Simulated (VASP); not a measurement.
A cell of Eu (bcc) near equilibrium:

```xyz
1
Lattice="-2.1481 2.1481 2.1481 2.1481 -2.1481 2.1481 2.1481 2.1481 -2.1481" Properties=species:S:1:pos:R:3 pbc="T T T"
Eu     0.0000     0.0000     0.0000
```

Method: PBEsol GGA, VASP's PBE PAW potentials (set 64) (plane waves; VASP).

The 4f electrons are frozen in the core of the lanthanide potential, so 4f levels, which can set the real gap, and their magnetism are missing.

```csv
run,ΔE (meV/atom),σxx,σyy,σzz,"largest shear component, with its sign (GPa)",largest force (eV/Å)
as it is,0.0,0.15,0.15,0.15,0.00,0.000
after one change,-0.1,-0.07,-0.07,-0.07,0.00,0.000
```
Stress is in GPa, positive when the cell is compressed.

Problem. Which change was made?
(A) biaxial strain of -4.0 % in the xz plane
(B) biaxial strain of -1.0 % in the xy plane
(C) isotropic strain of +0.5 %

Solution. C, isotropic strain of +0.5 %

The compound is Eu in the bcc structure.
